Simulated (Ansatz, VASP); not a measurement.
# Cross-check of Ga2O3 between VASP and Ansatz

Aim: how closely do two programs agree when they are given the same cell, functional and k mesh? The structure shown is frame 74 of Ansatz's trajectory.

Calculated with Ansatz 0.2.0; plane waves, with VASP 6.6.1 beside it; single point at RPBE.

### 1. The starting structure

The cell holds 95 atoms: 38 Ga and 57 O. Its edges and angles: a = 10.264 Å, b = 10.264 Å, c = 10.264 Å, α = 90.0°, β = 90.0°, γ = 90.0°. As first built, before any earlier steps moved the atoms (in the runner's words): 95 atoms (38 Fe, 57 O) placed at random at 4.7 g/cm^3, melted at 5000 K for 10 ps at fixed volume with the Morse and Coulomb pair potential with partial charges (Pedone, Malavasi, Menziani, Cormack and Segre, J. Phys. Chem. B 110, 11780 (2006)). Quenched from 5000 K to 300 K at 50 K/ps and fixed volume, held 5 ps, then minimised at fixed cell. Then Fe was replaced by Ga and the cell scaled by 1.003 (the potential has no terms for the new elements, so the cell is a start for a DFT relaxation).

### 2. Ansatz: dynamics, RPBE

Ansatz runs on its default PAW (the set named soft_2) files.

One frame of this run of dynamics is then solved in both programs, so the motion causes no difference.

File input.yaml:

```yaml
crystal:
  lattice:
    - [10.2635, 0.0, 0.0]
    - [0.0, 10.2635, 0.0]
    - [0.0, 0.0, 10.2635]
  atoms:
    - { symbol: Ga, position: [0.28034, 0.39565, 0.84853] }
    - { symbol: Ga, position: [0.53768, 0.79851, 0.14318] }
    - { symbol: Ga, position: [0.91777, 0.98331, 0.80888] }
    - { symbol: Ga, position: [0.96598, 0.26929, 0.76343] }
    - { symbol: Ga, position: [0.83125, 0.9205, 0.1306] }
    - { symbol: Ga, position: [0.07416, 0.48434, 0.01661] }
    - { symbol: Ga, position: [0.50064, 0.36792, 0.38835] }
    - { symbol: Ga, position: [0.87442, 0.35031, 0.35787] }
    - { symbol: Ga, position: [0.14674, 0.55275, 0.38263] }
    - { symbol: Ga, position: [0.69227, 0.46038, 0.61247] }
    - { symbol: Ga, position: [0.05824, 0.734, 0.10068] }
    - { symbol: Ga, position: [0.19362, 0.07124, 0.73459] }
    - { symbol: Ga, position: [0.19601, 0.30612, 0.50345] }
    - { symbol: Ga, position: [0.28167, 0.82446, 0.31226] }
    - { symbol: Ga, position: [0.35173, 0.59753, 0.61211] }
    - { symbol: Ga, position: [0.48056, 0.18516, 0.67072] }
    - { symbol: Ga, position: [0.38303, 0.10117, 0.41289] }
    - { symbol: Ga, position: [0.73336, 0.4869, 0.14448] }
    - { symbol: Ga, position: [0.1367, 0.00583, 0.03263] }
    - { symbol: Ga, position: [0.35775, 0.55202, 0.16115] }
    - { symbol: Ga, position: [0.66696, 0.31904, 0.89717] }
    - { symbol: Ga, position: [0.22974, 0.28407, 0.18986] }
    - { symbol: Ga, position: [0.76254, 0.16211, 0.54395] }
    - { symbol: Ga, position: [0.01957, 0.52697, 0.65479] }
    - { symbol: Ga, position: [0.91288, 0.20468, 0.05709] }
    - { symbol: Ga, position: [0.85538, 0.69754, 0.36887] }
    - { symbol: Ga, position: [0.7598, 0.74745, 0.63494] }
    - { symbol: Ga, position: [0.84554, 0.70402, 0.89631] }
    - { symbol: Ga, position: [0.54688, 0.61402, 0.88023] }
    - { symbol: Ga, position: [0.12361, 0.80678, 0.57033] }
[... 59 atom lines left out ...]
    - { symbol: O, position: [0.93144, 0.79665, 0.22875] }
    - { symbol: O, position: [0.59325, 0.07798, 0.52321] }
    - { symbol: O, position: [0.68738, 0.60351, 0.75465] }
    - { symbol: O, position: [0.28479, 0.41891, 0.04142] }
    - { symbol: O, position: [0.69393, 0.3306, 0.45876] }
    - { symbol: O, position: [0.26573, 0.13863, 0.07912] }
kpoints:
  mp_grid: { grid: [1, 1, 1] }
hamiltonian:
  xc: rpbe
scf:
  occupations: { method: fixed }
output:
  forces: true
md:
  timestep: 1.0
  n_steps: 222
  ensemble: nvt_langevin
  temperature: 600
  initial_velocities: maxwell_boltzmann
  seed: 1443
```

Run with:

```bash
> ansatz run input.yaml --threads 4 --pin off --max-ram 8192MiB --backend cpu --events-out ev --progress --plain --runs-dir out
```

Numbers of over 12 decimals in the logs are rounded to 6 here.

The program printed:

```text
Warning: md: disabling space-group detection — thermal motion breaks the input geometry's symmetry, so no spatial operation reduces the k-mesh or symmetrises the density; time reversal is kept, so that k and −k are solved as one point where they differ and the mesh holds both, and exact exchange and, on two spinor components, a DFT+U term hold to it where the run has them: on two components no moment then forms, and  [...]
Engine: ansatz 0.2.0, aarch64-unknown-linux-gnu
Pseudopotentials: kind: paw
Pseudopotential: Ga, paw, valence charge 13, recommended cutoff 420 eV (normal), Ga.paw.azcp
Pseudopotential: O, paw, valence charge 6, recommended cutoff 420 eV (normal), O.paw.azcp
Functional definition: RPBE
  parameter kappa = 0.804
  parameter beta = 0.066725
  exchange = rpbe_x(kappa = kappa, mu = beta*pi^2/3)
  correlation = pbe_c(beta = beta)
Crystal: 95 atoms, lattice volume = 1081.151 Å³
Basis set: ecut = 420 eV, 21247 PW (Γ), exchange–correlation on 144×144×144 points (8 copies of the dense FFT grid, shifted against one another)
Bands: 513, of which v1, the nominal top of the filled ones, is band 418 counted from 1 (417 counted from 0)
Symmetry: 1 space group operations
k-points: 1
Non-local potential: Ga, projectors of the file, l = 0: 2, l = 1: 2, l = 2: 3, l = 3: 1
Non-local potential: O, projectors of the file, l = 0: 2, l = 1: 2, l = 2: 1
PAW form: soft (Blöchl's): semilocal exchange-correlation on the pseudo side does not see the compensation charge
PAW frozen core: Ga, regenerated for the run's functional, and the local potential with it (the file was generated under x = pbe(κ = 0.804, μ = 0.219515), c = pbe(β = 0.066725))
PAW frozen core: O, regenerated for the run's functional, and the local potential with it (the file was generated under x = pbe(κ = 0.804, μ = 0.219515), c = pbe(β = 0.066725))
PAW one-centre angular grid: Ga, 590 points (default); XC on 64 Gauss nodes
PAW one-centre angular grid: O, 110 points (default); XC on 64 Gauss nodes
Initial density: superposition of atomic densities (neutral atoms: chi_scale 0, normalization atom), corrected by the library's trained network
Initial wavefunctions: pseudopotential atomic-orbital guess
Functional: x = rpbe, c = pbe(β = 0.066725)
SCF iter   1: F=—  HF=-176426.068456 eV  |F-HF|=—  |Δ(HF+E_count)|=         —  Δρ=6.30e-3  dr2=3.70e-1  ethr=1.77e-3  ⟨swp⟩=5.0  Hψ=1422  notcnv=0  defer=91
preconditioner: auto → Resta (q_TF=auto, 2.614 Å⁻¹)  ε∞=4.7  [insulator: Δε(μ)=1.032 eV  Ē_g=16.960 eV  n_scr=340 (ndim 8)  ℏωp=32.7 eV  f_vac=0.044  ε∞_Penn≈4.7]
SCF iter   2: F=—  HF=-176425.985436 eV  |F-HF|=—  |Δ(HF+E_count)|=   8.30e-2  Δρ=2.70e-3  dr2=4.46e-2  ethr=4.43e-5  ⟨swp⟩=2.0  Hψ=951  notcnv=0  defer=93
SCF iter   3: F=—  HF=-176425.985156 eV  |F-HF|=—  |Δ(HF+E_count)|=   2.80e-4  Δρ=1.23e-3  dr2=1.29e-2  ethr=5.33e-6  ⟨swp⟩=3.0  Hψ=846  notcnv=0  defer=93
SCF iter   4: F=—  HF=-176425.986563 eV  |F-HF|=—  |Δ(HF+E_count)|=   1.41e-3  Δρ=4.65e-4  dr2=2.15e-3  ethr=1.54e-6  ⟨swp⟩=2.0  Hψ=790  notcnv=0  defer=93
SCF iter   5: F=—  HF=-176425.986603 eV  |F-HF|=—  |Δ(HF+E_count)|=   4.03e-5  Δρ=1.62e-4  dr2=2.79e-4  ethr=2.57e-7  ⟨swp⟩=2.0  Hψ=840  notcnv=0  defer=91
SCF iter   6: F=—  HF=-176425.987043 eV  |F-HF|=—  |Δ(HF+E_count)|=   4.40e-4  Δρ=7.87e-5  dr2=6.67e-5  ethr=3.34e-8  ⟨swp⟩=2.0  Hψ=844  notcnv=0  defer=87
SCF iter   7: F=—  HF=-176425.988468 eV  |F-HF|=—  |Δ(HF+E_count)|=   1.43e-3  Δρ=2.53e-5  dr2=7.65e-6  ethr=7.97e-9  ⟨swp⟩=2.0  Hψ=877  notcnv=0  defer=87
SCF iter   8: F=—  HF=-176425.988480 eV  |F-HF|=—  |Δ(HF+E_count)|=   1.18e-5  Δρ=1.16e-5  dr2=1.45e-6  ethr=9.15e-10  ⟨swp⟩=2.0  Hψ=844  notcnv=0  defer=87
SCF iter   9: F=—  HF=-176425.988481 eV  |F-HF|=—  |Δ(HF+E_count)|=   1.05e-6  Δρ=6.75e-6  dr2=4.56e-7  ethr=1.73e-10  ⟨swp⟩=2.0  Hψ=844  notcnv=0  defer=87
SCF iter  10: F=-176425.988481 eV  HF=-176425.988481 eV  |F-HF|=4.64e-8  |Δ(HF+E_count)|=   1.43e-7  Δρ=1.91e-6  dr2=4.59e-8  ethr=1.14e-11  ⟨swp⟩=2.0  Hψ=1724  notcnv=0
SCF 1 converged in 10 iterations: F = -176425.988481 eV  dr2 = 4.59e-8
  greatest PAW one-centre occupation: 0.998 electrons in one spin orbital (limit 2), on the Ga atom at site 26 (counted from 0), in its partial waves of l = 2
md step     0: t =     0.00 fs  T =   593.7 K  F+E_penalty+E_count = -176425.98848139 eV  E_kin = 7.290264 eV  (10 SCF iters)
[...]
md step   211: t =   211.00 fs  T =   554.4 K  F+E_penalty+E_count = -176422.23472439 eV  E_kin = 6.807664 eV  (6 SCF iters)
md step   212: t =   212.00 fs  T =   555.6 K  F+E_penalty+E_count = -176422.22681917 eV  E_kin = 6.823177 eV  (6 SCF iters)
md step   213: t =   213.00 fs  T =   550.3 K  F+E_penalty+E_count = -176422.21180905 eV  E_kin = 6.757764 eV  (6 SCF iters)
md step   214: t =   214.00 fs  T =   563.9 K  F+E_penalty+E_count = -176422.18474629 eV  E_kin = 6.924834 eV  (6 SCF iters)
md step   215: t =   215.00 fs  T =   575.4 K  F+E_penalty+E_count = -176422.14154461 eV  E_kin = 7.065337 eV  (6 SCF iters)
md step   216: t =   216.00 fs  T =   547.2 K  F+E_penalty+E_count = -176422.07682124 eV  E_kin = 6.719655 eV  (6 SCF iters)
md step   217: t =   217.00 fs  T =   561.8 K  F+E_penalty+E_count = -176421.99804095 eV  E_kin = 6.899167 eV  (6 SCF iters)
md step   218: t =   218.00 fs  T =   545.6 K  F+E_penalty+E_count = -176421.91639577 eV  E_kin = 6.699786 eV  (6 SCF iters)
md step   219: t =   219.00 fs  T =   537.7 K  F+E_penalty+E_count = -176421.84636542 eV  E_kin = 6.602983 eV  (6 SCF iters)
md step   220: t =   220.00 fs  T =   523.1 K  F+E_penalty+E_count = -176421.78671569 eV  E_kin = 6.423621 eV  (8 SCF iters)
md step   221: t =   221.00 fs  T =   511.6 K  F+E_penalty+E_count = -176421.74030792 eV  E_kin = 6.282409 eV  (6 SCF iters)
[...]
md step   222: t =   222.00 fs  T =   502.1 K  F+E_penalty+E_count = -176421.72181328 eV  E_kin = 6.165671 eV  (8 SCF iters)
SCF converged after 8 iterations
Free energy (F): -176421.721813 eV
Harris-Foulkes:  -176421.721813 eV  (|F-HF|=4.90e-8)
Internal energy: -176421.721813 eV  (E = F + TS)
E sigma→0 (E₀):  -176421.721813 eV
Fermi energy:    7.731518 eV
--- Per-component energies (eV) ---
  E_band       = -1684.395480
  E_kinetic    = 14363.872949
  E_local      = -91095.851336  (includes V_loc(G=0)·N_el)
  E_nonlocal   = 19128.912064
  E_hartree    = 40788.187936
  E_xc         = -6762.534833
  E_vxc        = -7469.998362  (∫ρ·V_xc dr)
  E_paw        = -85227.855885  (= ΣΔE_a)
  E_vpaw       = -18187.836253  (= ΣTr[D̂ρ^β])
  E_aug_tail   = 0.133619  (compensation charges beyond the density's cutoff)
  E_ewald      = -67610.680305
  E_core_change = -5.906023  (= ΣΔE_core)
  E_smearing   = -0.000000  (= −TS)
  E_closure    = -0.000000  (closes the sum)
  Σ components = -176421.721813   (vs F -176421.721813, Δ=0.00e0)
--- Forces (eV/Å), atoms counted from 1 ---
  atom   1  Ga    -1.30103004     2.86012113    -1.31096333
  atom   2  Ga    -0.07606757    -1.62691998     0.39796486
  atom   3  Ga    -0.74190126     0.62366599     0.25977307
  atom   4  Ga     1.29768571     0.19722368     0.15549057
  atom   5  Ga    -0.05152796    -1.15659395    -0.10585719
  atom   6  Ga    -0.41448487    -0.28038697     0.00413999
  atom   7  Ga    -1.24037299    -0.83720661     0.94418576
  atom   8  Ga     0.88006641     0.74146423     0.72676604
  atom   9  Ga     0.48423688     2.04289928    -0.14923395
  atom  10  Ga     0.94519806     0.62343005    -0.90957463
  atom  11  Ga    -0.33802457     0.13213898     0.38552548
  atom  12  Ga    -0.16803414    -0.36554902    -1.34729239
  atom  13  Ga     0.91431851    -0.28014849    -0.50832706
  atom  14  Ga    -0.14691996    -0.77200579    -0.30833066
  atom  15  Ga     0.32783634    -1.34659950    -1.03926075
  atom  16  Ga     0.08564787     0.36931940    -0.11256653
  atom  17  Ga     0.10939962    -1.97778441     2.28064509
  atom  18  Ga    -0.63559157    -0.30654848    -1.16160082
  atom  19  Ga     0.94217680    -0.39408107    -1.74659862
  atom  20  Ga    -0.29337330    -1.00352550    -0.99411655
  atom  21  Ga     0.38410304     0.28738165     1.10462506
  atom  22  Ga    -0.83374953     0.18945869     0.09507135
  atom  23  Ga     0.52307337    -0.00259218    -0.13647653
  atom  24  Ga     0.30337512     1.09789107     0.19268028
[...]
atom  88  O      0.59696774     0.10403799    -0.92407989
  atom  89  O      0.91465563    -0.28909841    -1.32980625
  atom  90  O     -0.22152809    -1.11018701     0.58705601
  atom  91  O      0.59810780     0.03535870    -0.79113920
  atom  92  O      0.56535146     1.35307659    -1.06054482
  atom  93  O     -0.18398440     0.48898425     2.44146487
  atom  94  O     -0.18747842    -0.39642737    -1.58718600
  atom  95  O     -0.54359864     1.32210397     1.02183168
  max |Σ_I F_I| component: 4.99e-5 eV/Å
--- MD trajectory: 222 steps, t = 0.0 → 222.0 fs ---
  final state: T = 502.1 K   F+E_penalty+E_count = -176421.72181328 eV   E_kin = 6.165671 eV
```

Reading the cycles: dr2 is the Hartree energy of the density residual (eV), the measure of convergence; HF is the Harris–Foulkes estimate of the energy, which meets the free energy F at convergence.

### 3. VASP: single point, RPBE

The same cell, functional and mesh now go to VASP, with its own data sets.

Lines of VASP's logs that name or quote its potential files are left out, and so is its time.

File INCAR:

```
SYSTEM = Ga2O3
PREC = Accurate
ENCUT = 520
EDIFF = 1E-06
NELM = 120
ISMEAR = 0
SIGMA = 0.01
LREAL = Auto
ALGO = Normal
GGA = RP
NBANDS = 488
LORBIT = 11
LWAVE = .FALSE.
LCHARG = .FALSE.
ISIF = 2
LASPH = .TRUE.
GGA_COMPAT = .FALSE.
EFERMI = MIDGAP
NCORE = 2
```

File POSCAR:

```
Ga2O3
1.0
   10.2635000000      0.0000000000      0.0000000000
    0.0000000000     10.2635000000      0.0000000000
    0.0000000000      0.0000000000     10.2635000000
Ga O
38 57
Direct
    0.2910897842      0.3930238223      0.8627466264
    0.5433039412      0.7920300093      0.1276562576
    0.9359088030      0.9906756954      0.7867004433
    0.9501924295      0.2826131437      0.7691528231
    0.8410873484      0.9189652653      0.1132849418
    0.0654357675      0.4756856823      0.0039167925
    0.4879037365      0.3697763921      0.3470063818
    0.8755297900      0.3498124421      0.3558824962
    0.1406050568      0.5608320748      0.3825010961
    0.7092317436      0.4617528134      0.6212500609
    0.0649875773      0.7444049301      0.1134895503
    0.2003799873      0.0761923321      0.7288059629
    0.1763336094      0.2891411312      0.4996833439
    0.2822136698      0.8334096556      0.3267111609
    0.3309981975      0.5839918157      0.6166025235
    0.4811321674      0.1888244751      0.6789594193
    0.3927704974      0.1133726312      0.4071223267
    0.7359964924      0.4753251815      0.1531738686
    0.1530374629      0.0098796707      0.0415257953
    0.3239245871      0.5689384713      0.1514493107
    0.6691187217      0.3335996492      0.8948896575
    0.2161153603      0.2835582404      0.1829785161
    0.7822867443      0.1692112827      0.5401178935
    0.0089443172      0.5450382423      0.6541822965
    0.9172309641      0.1989574706      0.0650947533
    0.8429190822      0.6963316607      0.3685877137
    0.7604910606      0.7564768354      0.6334193988
    0.8615676913      0.7082281873      0.9082476738
    0.5411409363      0.6094704535      0.8720806742
    0.1115603839      0.8046280509      0.5701563794
[... 59 atom lines left out ...]
    0.9357431675      0.7901982754      0.2299020802
    0.6303989867      0.0789399328      0.5281239343
    0.6708335363      0.5980708335      0.7489940079
    0.2685048960      0.4357382959      0.0352219029
    0.7243825206      0.3369221026      0.4694207629
    0.2774881863      0.1374384956      0.0771764018
```

File KPOINTS:

```
Automatic mesh
0
Gamma
1 1 1
0 0 0
```

PAW data sets: Ga_d and O (PBE family, release 64).

Run with:

```bash
> mpirun -np 8 vasp_gam
```

The program printed:

```text
[banner, memory and clock lines left out]
running    8 mpi-ranks, on    1 nodes
[...]
|                                                                             |
|               ----> ADVICE to this user running VASP <----                  |
|                                                                             |
|     You enforced a specific xc type in the INCAR file but a different       |
|     [... a line on the potential file left out ...]
|     I HOPE YOU KNOW WHAT YOU ARE DOING!                                     |
|                                                                             |

 LDA part: xc-table for (Slater+PW92), standard interpolation
 POSCAR, INCAR and KPOINTS ok, starting setup
[...]
entering main loop
       N       E                     dE             d eps       ncg     rms          rms(c)
DAV:   1     0.242810406861E+05    0.24281E+05   -0.29258E+05  1000   0.359E+03
DAV:   2     0.587588184159E+04   -0.18405E+05   -0.17494E+05   976   0.106E+03
DAV:   3     0.314791119017E+03   -0.55611E+04   -0.52638E+04  1240   0.390E+02
DAV:   4    -0.518228437948E+03   -0.83302E+03   -0.80919E+03  1128   0.156E+02
[...]
DAV:  18    -0.512600548668E+03   -0.41127E-05   -0.67204E-05  1568   0.307E-02    0.670E-03
DAV:  19    -0.512600550548E+03   -0.18803E-05   -0.33244E-05  1152   0.207E-02    0.353E-03
DAV:  20    -0.512600550255E+03    0.29267E-06   -0.29734E-06   792   0.173E-02
   1 F= -.51260055E+03 E0= -.51260055E+03  d E =0.000000E+00
```

Parts of OUTCAR (step 3):

```text
  FREE ENERGIE OF THE ION-ELECTRON SYSTEM (eV)
  ---------------------------------------------------
  free  energy   TOTEN  =      -512.6005502552 eV

  energy  without entropy=     -512.6005502552  energy(sigma->0) =     -512.60055026
```

The run ends at a pressure of -0.76 GPa, with forces up to 2.5 eV/Å.

### 4. Comparison

Known differences besides the potentials themselves: fixed occupations in Ansatz, narrow Gaussian smearing in VASP; the cutoff is 420 eV in Ansatz and 520 eV in VASP (PREC = Accurate, projectors in real space); Ansatz makes its cores anew for this functional, VASP keeps those of its PBE data sets. Total energies have different zeros and are not compared.

Forces on 10 of the 95 atoms, those with the largest forces and the largest differences (eV/Å; atoms numbered as in POSCAR):

| atom | Ansatz x, y, z | VASP x, y, z |
| --- | --- | --- |
| Ga1 | -1.685, -0.800, -0.931 | -1.657, -0.779, -0.930 |
| Ga4 | 1.726, -0.594, -1.306 | 1.701, -0.592, -1.273 |
| Ga9 | -1.490, -1.324, 0.624 | -1.466, -1.330, 0.592 |
| Ga17 | 0.223, -0.288, -0.217 | 0.246, -0.358, -0.221 |
| Ga23 | -0.352, -0.395, -1.190 | -0.352, -0.445, -1.130 |
| Ga28 | -0.033, 0.875, -0.890 | -0.035, 0.807, -0.879 |
| Ga36 | 0.138, -1.948, -0.062 | 0.137, -1.910, -0.041 |
| Ga38 | 0.142, -1.880, 0.698 | 0.112, -1.877, 0.705 |
| O78 | -0.761, 1.990, 1.424 | -0.716, 1.953, 1.414 |
| O90 | -1.696, 0.284, 0.538 | -1.673, 0.277, 0.532 |

The forces differ by 21 meV/Å r.m.s., which is 3.1 % of the r.m.s. force of 0.665 eV/Å (both taken over all components).

### 5. Summary of results

- r.m.s. force difference (single point, RPBE): 3.1 % of the r.m.s. force

In words: The r.m.s. force difference is 3.1 % of the r.m.s. force (single point, RPBE), at about the 3 % picked in this series as the mark of a large difference. What causes the difference of the single point, RPBE pair stays open here. 2 further runs of this series are not shown here. Such differences can come from data sets, numerical settings and the points named under the comparisons, not from the functional's error against experiment.

[Lines on the potential files, build, host, timing and source positions are cut from VASP's logs without a mark.]

[Logs are printed without paths, hosts, clocks, repeated set-up lines and the standing remarks that a program may print on its own settings, such as how far it seeks lower states.]

[Hosts, paths, dates, database ids (printed as entryN), source tags and the programs' standing remarks are cut or masked in the printed files.]
